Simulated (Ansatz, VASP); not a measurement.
## Cross-check of AlIn between VASP and Ansatz

One calculation is typed for both programs; each brings its own data sets. How far apart do they land? The cell is generated by rule, not measured, and may not be a known phase. The cell is taken from a series of runs on this material, whose earlier steps may have relaxed, scaled, displaced or heated it; both programs get it as it stands.

Main program and level: Ansatz 0.2.0; plane waves, with VASP 6.6.1 beside it; single point at PBE.

The structure was built from a prototype and need not be the compound's stable phase.

## Step 1: Set-up

It takes space group Fm-3m (No. 225, cubic). The conventional cell has a = 5.182 Å, b = 5.182 Å, c = 5.182 Å, α = 90.00°, β = 90.00°, γ = 90.00°. Al has 6 In at 2.59 Å nearest. Nearest to In lie 6 Al at 2.59 Å. Farther neighbours are not listed.

## Step 2: VASP: single point, PBE

A single point gives forces, pressure and levels at one fixed geometry, so differences don't come from the geometry; what else differs is listed under the comparison.

Lines of VASP's logs that name or quote its potential files are left out, and so is its time.

Input file INCAR:

```
SYSTEM = AlIn
PREC = Accurate
ENCUT = 500
EDIFF = 1E-06
NELM = 120
ISMEAR = 0
SIGMA = 0.1
LREAL = .FALSE.
ALGO = Normal
GGA = PE
NBANDS = 14
LORBIT = 11
LWAVE = .FALSE.
LCHARG = .FALSE.
ISIF = 2
LASPH = .TRUE.
GGA_COMPAT = .FALSE.
```

Input file POSCAR:

```
AlIn
1.0
    0.0000000000      2.5908100000      2.5908100000
    2.5908100000      0.0000000000      2.5908100000
    2.5908100000      2.5908100000      0.0000000000
Al In
1 1
Direct
    0.5000000000      0.5000000000      0.5000000000
    0.0000000000      0.0000000000      0.0000000000
```

Input file KPOINTS:

```
Automatic mesh
0
Gamma
6 6 6
0 0 0
```

The projector-augmented-wave data sets are Al and In_d (PBE family, release 64).

Run with:

```
$ mpirun -np 1 vasp_std
```

Numbers of over 12 decimals in the logs are rounded to 6 here.

Output:

```text
[banner, memory and clock lines left out]
running    1 mpi-ranks, on    1 nodes
 distrk:  each k-point on    1 cores,    1 groups
 distr:  one band on    1 cores,    1 groups

 POSCAR found type information on POSCAR AlIn
 POSCAR found :  2 types and       2 ions
 LDA part: xc-table for (Slater+PW92), standard interpolation
 POSCAR, INCAR and KPOINTS ok, starting setup
 FFT: planning ... GRIDC
 FFT: planning ... GRID_SOFT
 FFT: planning ... GRID
 WAVECAR not read
 entering main loop
       N       E                     dE             d eps       ncg     rms          rms(c)
DAV:   1     0.896867821217E+02    0.89687E+02   -0.72910E+03   466   0.137E+03
DAV:   2    -0.542307112119E+00   -0.90229E+02   -0.86805E+02   478   0.304E+02
DAV:   3    -0.475438762816E+01   -0.42121E+01   -0.41823E+01   592   0.630E+01
DAV:   4    -0.485716254959E+01   -0.10277E+00   -0.10275E+00   532   0.972E+00
DAV:   5    -0.486282482807E+01   -0.56623E-02   -0.56622E-02   694   0.204E+00    0.577E+00
DAV:   6    -0.473451860589E+01    0.12831E+00   -0.19004E-01   580   0.994E+00    0.260E+00
DAV:   7    -0.470703362613E+01    0.27485E-01   -0.40987E-02   726   0.391E+00    0.593E-01
DAV:   8    -0.470393604260E+01    0.30976E-02   -0.22788E-03   566   0.700E-01    0.261E-01
DAV:   9    -0.470346682419E+01    0.46922E-03   -0.20983E-04   644   0.136E-01    0.730E-02
DAV:  10    -0.470347006483E+01   -0.32406E-05   -0.74905E-06   578   0.237E-02    0.715E-03
DAV:  11    -0.470346986429E+01    0.20053E-06   -0.19698E-07   368   0.453E-03
   1 F= -.47034699E+01 E0= -.47020206E+01  d E =-.289862E-02
```

OUTCAR, selected parts (step 2):

```text
ion  position               nearest neighbor table
   1  0.500  0.500  0.500-   2 2.59   2 2.59   2 2.59   2 2.59   2 2.59   2 2.59
   2  0.000  0.000  0.000-   1 2.59   1 2.59   1 2.59   1 2.59   1 2.59   1 2.59

  LATTYP: Found a face centered cubic cell.
 ALAT       =     5.1816200000

 Subroutine GETGRP returns: Found 48 space group operations
 (whereof 48 operations were pure point group operations)

The static configuration has the point symmetry O_h .

 Found     16 irreducible k-points:

   k-points           NKPTS =     16   k-points in BZ     NKDIM =     16   number of bands    NBANDS=     14

   dimension x,y,z NGX =    28 NGY =   28 NGZ =   28
   dimension x,y,z NGXF=    56 NGYF=   56 NGZF=   56

   ENCUT  =  500.0 eV  36.75 Ry    6.06 a.u.   6.68  6.68  6.68*2*pi/ulx,y,z

   NELECT =      16.0000    total number of electrons

 k-points in reciprocal lattice and weights: Automatic mesh
   0.00000000  0.00000000  0.00000000       0.005
   0.16666667  0.00000000  0.00000000       0.037
   0.33333333  0.00000000  0.00000000       0.037
   0.50000000  0.00000000  0.00000000       0.019
   0.16666667  0.16666667  0.00000000       0.028
   0.33333333  0.16666667  0.00000000       0.111
   0.50000000  0.16666667  0.00000000       0.111
  -0.33333333  0.16666667  0.00000000       0.111
  -0.16666667  0.16666667  0.00000000       0.056
[...]
-0.33333333  0.33333333  0.16666667       0.111
  -0.33333333  0.50000000  0.16666667       0.056

 average (electrostatic) potential at core
       1 -70.5886       2 -91.5382

 E-fermi :   9.8142

 k-point     1 :       0.0000    0.0000    0.0000
  band No.  band energies     occupation
    ...
      2      -4.9411      2.00000
      3      -4.8656      2.00000
      4      -4.8656      2.00000
      5      -4.8656      2.00000
      6      -1.6233      2.00000
      7      13.1332      0.00000
      8      13.1332      0.00000
      9      13.1332      0.00000
     10      17.1288      0.00000
     11      17.1288      0.00000
    ...

 k-point     2 :       0.1667    0.0000    0.0000
  band No.  band energies     occupation
    ...
      2      -4.9538      2.00000
      3      -4.8698      2.00000
      4      -4.8310      2.00000
      5      -4.8310      2.00000
      6      -1.1313      2.00000
      7      10.2390      0.00000
      8      12.9439      0.00000
      9      12.9439      0.00000
     10      16.2410      0.00000
     11      17.3287      0.00000
    ...

 k-point     3 :       0.3333    0.0000    0.0000
  band No.  band energies     occupation
    ...
      3      -4.8879      2.00000
      4      -4.7494      2.00000
      5      -4.7494      2.00000
      6       0.3629      2.00000
      7       6.2233      2.00000
      8      12.8664      0.00000
      9      12.8664      0.00000
     10      15.2120      0.00000
     11      15.2120      0.00000
     12      15.5621      0.00000
    ...

  Total        6.8951705      6.8951705      6.8951705      0.0000000     -0.0000000     -0.0000000
  in kB      317.6280879    317.6280879    317.6280879      0.0000000     -0.0000000     -0.0000000
  external PRESSURE =     317.6280879 kB  Pullay stress =       0.0000000 kB

  energy-cutoff  :      500.00
  volume of cell :       34.78
      direct lattice vectors                 reciprocal lattice vectors
     0.000000000  2.590810000  2.590810000    -0.192989837  0.192989837  0.192989837
     2.590810000  0.000000000  2.590810000     0.192989837 -0.192989837  0.192989837
     2.590810000  2.590810000  0.000000000     0.192989837  0.192989837 -0.192989837

 POSITION                                       TOTAL-FORCE (eV/Angst)
 -----------------------------------------------------------------------------------
      2.59081      2.59081      2.59081         0.000000     -0.000000      0.000000
      0.00000      0.00000      0.00000         0.000000      0.000000     -0.000000
 -----------------------------------------------------------------------------------
    total drift:                               -0.000000     -0.000000      0.000000

  FREE ENERGIE OF THE ION-ELECTRON SYSTEM (eV)
  ---------------------------------------------------
  free  energy   TOTEN  =        -4.7034698643 eV

  energy  without entropy=       -4.7005712475  energy(sigma->0) =       -4.70202056

 total charge
# of ion       s       p       d       tot
------------------------------------------
    1        0.466   0.405   0.000   0.872
    2        0.978   0.968   9.863  11.808
--------------------------------------------------
tot          1.444   1.373   9.863  12.680

[... 3 further parts left out ...]
```

The k-mesh is coarse for a metal.

The run ends at a pressure of 31.76 GPa.

## Step 3: Ansatz: single point, PBE

Ansatz runs on its default PAW (the set named soft_2) files.

The same cell, functional, mesh and smearing now go to Ansatz, which takes its cutoff from its data sets.

Input file input.yaml:

```yaml
crystal:
  lattice:
    - [0.0, 2.59081, 2.59081]
    - [2.59081, 0.0, 2.59081]
    - [2.59081, 2.59081, 0.0]
  atoms:
    - { symbol: Al, position: [0.5, 0.5, 0.5] }
    - { symbol: In, position: [0.0, 0.0, 0.0] }
kpoints:
  mp_grid: { grid: [6, 6, 6] }
hamiltonian:
  xc: pbe
scf:
  occupations: { method: gaussian, width: 0.1 }
output:
  forces: true
  stress: true
  eigenvalues: true
```

Run with:

```
$ ansatz run input.yaml --threads 4 --pin off --max-ram 8192MiB --backend cpu --events-out ev --progress --plain --runs-dir out
```

Output:

```text
Engine: ansatz 0.2.0, aarch64-unknown-linux-gnu
Pseudopotentials: kind: paw
Pseudopotential: Al, paw, valence charge 3, recommended cutoff 420 eV (normal), Al.paw.azcp
Pseudopotential: In, paw, valence charge 13, recommended cutoff 420 eV (normal), In.paw.azcp
Functional definition: PBE
  parameter kappa = 0.804
  parameter beta = 0.066725
  exchange = pbe_x(kappa = kappa, mu = beta*pi^2/3)
  correlation = pbe_c(beta = beta)
Crystal: 2 atoms, lattice volume = 34.781 Å³
Basis set: ecut = 420 eV, 645 PW (Γ), exchange–correlation on 50×50×50 points (8 copies of the dense FFT grid, shifted against one another)
Bands: 12, of which v1, the nominal top of the filled ones, is band 8 counted from 1 (7 counted from 0)
Symmetry: 48 space group operations
Space group: Fm-3m (ITA 225), of the structure as read, at distance tolerance 3.3e-5 Å
k-points: 16 of 216
Non-local potential: Al, projectors of the file, l = 0: 2, l = 1: 2, l = 2: 1
Non-local potential: In, projectors of the file, l = 0: 2, l = 1: 2, l = 2: 2, l = 3: 2
PAW form: soft (Blöchl's): semilocal exchange-correlation on the pseudo side does not see the compensation charge
PAW one-centre angular grid: Al, 110 points (default); XC on 64 Gauss nodes
PAW one-centre angular grid: In, 590 points (default); XC on 64 Gauss nodes
Initial density: superposition of atomic densities (neutral atoms: chi_scale 0, normalization atom), corrected by the library's trained network
Initial wavefunctions: pseudopotential atomic-orbital guess
Functional: x = pbe(κ = 0.804, μ = 0.219515), c = pbe(β = 0.066725)
SCF iter   1: F=—  HF=-6133.745862 eV  |F-HF|=—  |Δ(HF+E_count)|=         —  Δρ=2.27e-3  dr2=1.18e-3  ethr=1.77e-3  ⟨swp⟩=5.2  Hψ=1190  notcnv=0
preconditioner: auto → none  [insulator: Δε(μ)=0.401 eV  Ē_g=15.910 eV  σ=0.100 eV  W_gap=0.78  n_scr=8 (ndim 8)  ℏωp=25.2 eV  f_vac=0.000  D(μ)=0.58/eV (n_scr^D=0)  ε∞_Penn≈3.5]
SCF iter   2: F=—  HF=-6133.744520 eV  |F-HF|=—  |Δ(HF+E_count)|=   1.34e-3  Δρ=9.81e-4  dr2=3.71e-4  ethr=7.39e-6  ⟨swp⟩=2.6  Hψ=414  notcnv=0
SCF iter   3: F=—  HF=-6133.744607 eV  |F-HF|=—  |Δ(HF+E_count)|=   8.68e-5  Δρ=1.24e-3  dr2=4.49e-4  ethr=2.32e-6  ⟨swp⟩=2.0  Hψ=309  notcnv=0  defer=3
SCF iter   4: F=—  HF=-6133.744424 eV  |F-HF|=—  |Δ(HF+E_count)|=   1.83e-4  Δρ=4.02e-4  dr2=4.65e-5  ethr=2.32e-6  ⟨swp⟩=2.5  Hψ=313  notcnv=0  defer=3
SCF iter   5: F=—  HF=-6133.744388 eV  |F-HF|=—  |Δ(HF+E_count)|=   3.61e-5  Δρ=1.13e-5  dr2=2.48e-8  ethr=2.91e-7  ⟨swp⟩=2.1  Hψ=291  notcnv=0  defer=3
SCF iter   6: F=-6133.744388 eV  HF=-6133.744388 eV  |F-HF|=3.31e-8  |Δ(HF+E_count)|=   5.52e-8  Δρ=1.11e-5  dr2=3.40e-8  ethr=1.55e-10  ⟨swp⟩=3.4  Hψ=835  notcnv=0
SCF 1 converged in 6 iterations: F = -6133.744388 eV  dr2 = 3.40e-8
  greatest PAW one-centre occupation: 0.979 electrons in one spin orbital (limit 2), on the In atom at site 1 (counted from 0), in its partial waves of l = 2
SCF converged after 6 iterations
Free energy (F): -6133.744388 eV
Harris-Foulkes:  -6133.744388 eV  (|F-HF|=3.31e-8)
Internal energy: -6133.741491 eV  (E = F + TS)
E sigma→0 (E₀):  -6133.742939 eV
Entropy (-TS):   -0.002897 eV (-1.448 meV/atom)
Fermi energy:    11.820614 eV
--- Per-component energies (eV) ---
  E_band       = 16.374666
  E_kinetic    = 272.269917
  E_local      = -1107.862780  (includes V_loc(G=0)·N_el)
  E_nonlocal   = 377.338642
  E_hartree    = 455.995841
  E_xc         = -259.006081
  E_vxc        = -133.462134  (∫ρ·V_xc dr)
  E_paw        = -4620.398843  (= ΣΔE_a)
  E_vpaw       = -303.908473  (= ΣTr[D̂ρ^β])
  E_aug_tail   = 0.000022  (compensation charges beyond the density's cutoff)
  E_ewald      = -1252.078209
  E_smearing   = -0.002897  (= −TS)
  E_closure    = -0.000000  (closes the sum)
  Σ components = -6133.744388   (vs F -6133.744388, Δ=0.00e0)
--- Forces (eV/Å), atoms counted from 1 ---
  atom   1  Al     0.00000000    -0.00000000    -0.00000000
  atom   2  In    -0.00000000     0.00000000     0.00000000
  max |Σ_I F_I| component: 2.79e-31 eV/Å
--- Stress (GPa, compression-positive) ---
       31.811437      -0.000000       0.000000
        0.000000      31.811437      -0.000000
        0.000000      -0.000000      31.811437
  P = ⅓ Tr σ = 31.8114 GPa (318.114 kbar)
--- Band table (eV; the first three rows and the last of 16) ---
  k-point 0: bands = [... 4 lower, -2.8619, 0.3869, 15.1431, 15.1431, 15.1431, 19.1126, 19.1126, 19.1126]
  k-point 1: bands = [... 4 lower, -2.8273, 0.8788, 12.2469, 14.9508, 14.9508, 18.2407, 19.3213, 19.3213]
  k-point 2: bands = [... 4 lower, -2.7457, 2.3726, 8.2314, 14.8693, 14.8693, 17.2121, 17.2121, 17.5640]
  k-point 15: bands = [... 4 lower, -2.6386, 6.6073, 7.3979, 8.6832, 9.2684, 16.2074, 17.5822, 21.4372]
```

The column dr2 measures how far the density is from self-consistency, as an energy; F and HF (Harris–Foulkes) agree once it is small.

The run ends at a pressure of 31.81 GPa.

## Step 4: Differences

Known differences besides the potentials themselves: the cutoff is 420 eV in Ansatz and 500 eV in VASP. Total energies have different zeros and are not compared.

Compared:

```tsv
quantity	Ansatz	VASP	difference
pressure (GPa)	31.81	31.76	+0.05
```

## Step 5: Outcome

```json
{
  "difference in pressure (single point, PBE)": "0.049 GPa"
}
```

**Reading.** The difference in pressure is 0.049 GPa (single point, PBE), within the 1 GPa picked in this series as the mark of a large difference. Such differences can come from data sets, numerical settings and the points named under the comparisons, not from the functional's error against experiment.

[Lines on the potential files, build, host, timing and source positions are cut from VASP's logs without a mark.]

[Logs are printed without paths, hosts, clocks, repeated set-up lines and the standing remarks that a program may print on its own settings, such as how far it seeks lower states.]

[Hosts, paths, dates, database ids (printed as entryN), source tags and the programs' standing remarks are cut or masked in the printed files.]
